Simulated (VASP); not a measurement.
Input:

```
CELL_PARAMETERS angstrom
      0.00051     4.91529     4.91337
      4.91529     0.00051     4.91337
      2.45790     2.45790     0.00000
ATOMIC_POSITIONS crystal
  Be 0.99240 0.99240 0.01520
  Be 0.99570 0.51137 0.99293
  Be 0.51137 0.99570 0.99293
  Be 0.50047 0.50047 0.99907
  Se 0.12516 0.12516 0.24967
  S  0.12492 0.62493 0.25015
  S  0.62493 0.12492 0.25015
  S  0.62505 0.62505 0.24990
```

These are PBEsol GGA, VASP's PBE PAW potentials (set 64) (plane waves; VASP) values and carry that method's errors. Run with 400 eV cut-off, 5×5×9 Γ-centred mesh, tetrahedra with Blöchl corrections, potentials Be Se S.

The cores are frozen, which limits the accuracy of field gradients.

**Question.** Give the principal components of the electric field gradient (V/Å²) and the asymmetry η at each nucleus.

**Answer.** 
| atom | Vxx | Vyy | Vzz | η |
|---|---|---|---|---|
| Be1 | 0.5 | 0.1 | -0.5 | 0.70 |
| Be2 | -0.2 | -0.2 | 0.5 | - |
| Be3 | -0.2 | -0.2 | 0.5 | - |
| Be4 | 0.1 | 0.0 | -0.1 | - |
| Se5 | 13.4 | 6.3 | -19.6 | 0.36 |
| S6 | 8.0 | 3.3 | -11.2 | 0.42 |
| S7 | 8.0 | 3.3 | -11.2 | 0.42 |
| S8 | 6.4 | 2.7 | -9.1 | 0.40 |

The structure was generated: Be4S3Se was put into an ordered model structure (Amm2), which need not be its known phase. It was relaxed first.
